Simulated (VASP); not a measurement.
Calculation: PBEsol GGA, VASP's PBE PAW potentials (set 64) (plane waves; VASP 6.6.1).

The input files of a VASP run:

File POSCAR:
```
TiZr3C4
1
   -0.0000000000     2.2947539664     2.2947539664
    2.2947539664    -0.0000000000     2.2947539664
    9.1550603643     9.1550603643     0.0239555011
Zr C Ti
3 4 1
Direct
  0.0103105855   0.0103105855   0.9922670608
  0.0000000000   0.0000000000   0.2500000000
  0.9896894145   0.9896894145   0.5077329392
  0.5051332434   0.5051332434   0.1211500674
  0.4948667566   0.4948667566   0.3788499326
  0.4850810209   0.4850810209   0.6361892343
  0.5149189791   0.5149189791   0.8638107657
  0.0000000000   0.0000000000   0.7500000000
```

INCAR:
```
# general
SYSTEM   =  TiZr3C4
PREC     =  Accurate
ENCUT    =  520
LREAL    =  F
LASPH    =  T

# electronic loop
EDIFF    =  1E-6   # SCF stop (eV)
NELM     =  100   # most electronic steps
ALGO     =  Normal   # blocked Davidson
LMAXMIX  =  4   # l cut-off of mixed one-centre charges

# smearing
ISMEAR   =  1   # Methfessel-Paxton
SIGMA    =  0.1   # width (eV)

# functional
GGA      =  PS   # PBEsol

# ions
IBRION   =  2   # conjugate gradients
NSW      =  60
ISIF     =  3   # ions, shape and volume
EDIFFG   =  -0.02

# output
LWAVE    =  F
LCHARG   =  F
```

### KPOINTS
```
Regular mesh
0
G
  10 10 3
0 0 0
```

POTCAR, in this order: Zr_sv C Ti_sv (PBE.64 set). Program: vasp_std.

Problem. Estimate the energy per atom (σ→0), volume per atom, band gap (on the k-mesh).

Solution. 
```yaml
energy per atom (σ→0): -978.9 kJ/mol of atoms
band gap (on the k-mesh): none (metal, semimetal or under 0.01 eV)
volume_per_atom: 12.05 Å³/atom
```

File OSZICAR:
```
...
       N       E                     dE             d eps       ncg     rms          rms(c)
DAV:   1    -0.811650610240E+02   -0.14732E-03   -0.27896E-02  5964   0.107E+00    0.824E-02
DAV:   2    -0.811650348710E+02    0.26153E-04   -0.56891E-04  7136   0.165E-01    0.402E-02
DAV:   3    -0.811650149280E+02    0.19943E-04   -0.94466E-05  7328   0.666E-02    0.190E-02
DAV:   4    -0.811650166854E+02   -0.17574E-05   -0.24476E-05  7900   0.296E-02    0.125E-02
DAV:   5    -0.811650186004E+02   -0.19150E-05   -0.80130E-06  6774   0.155E-02    0.878E-03
DAV:   6    -0.811650192755E+02   -0.67512E-06   -0.30910E-06  5634   0.107E-02
   4 F= -.81165019E+02 E0= -.81165073E+02  d E =-.104967E-03
```

The structure was generated: TiZr3C4 was put into an ordered model structure (R-3m), which need not be its known phase. This run relaxes it. Symmetry was kept, so distortions that lower it aren't found. The start is the result of an earlier pass.
